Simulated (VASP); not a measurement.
```yaml
crystal:
  lattice:
    - [0.00000, 2.55098, 2.55098]
    - [2.55098, 0.00000, 2.55098]
    - [2.55098, 2.55098, 0.00000]
  atoms:
    - { symbol: Li, position: [0.00000, 0.00000, 0.00000] }
    - { symbol: Cl, position: [0.50000, 0.50000, 0.50000] }
```

Calculation: optB88-vdW, VASP's PBE PAW potentials (set 64) (plane waves; VASP 6.6.1). Numerical set-up: 520 eV cut-off, Gaussian smearing of 0.050 eV, potentials Li_sv Cl.

Q: Give the energies of bands 3 to 8 at the high-symmetry points, in eV from the valence-band maximum.

A: 
```json
[
 {"band": "3", "Γ": "0.00", "X": "-2.95", "U": "-2.53", "L": "-2.87", "W": "-2.17"},
 {"band": "4", "Γ": "0.00", "X": "-1.13", "U": "-1.82", "L": "-0.27", "W": "-2.17"},
 {"band": "5", "Γ": "0.00", "X": "-1.13", "U": "-0.85", "L": "-0.27", "W": "-1.08"},
 {"band": "6", "Γ": "6.50", "X": "7.97", "U": "8.15", "L": "6.84", "W": "9.67"},
 {"band": "7", "Γ": "11.96", "X": "8.33", "U": "10.05", "L": "9.53", "W": "10.21"},
 {"band": "8", "Γ": "11.96", "X": "12.64", "U": "11.61", "L": "9.53", "W": "10.55"}
]
```

The gap is indirect, 6.50 eV, from the valence maximum at K-Γ at 0.79 to the conduction minimum at Γ.

Measured: gap 9.40 eV (computed value off by -2.90 eV), as given by Wei Chen et al., Physical Review Materials (2018), doi:10.1103/physrevmaterials.2.073803.

The compound is LiCl in the rock salt structure. It was relaxed first.
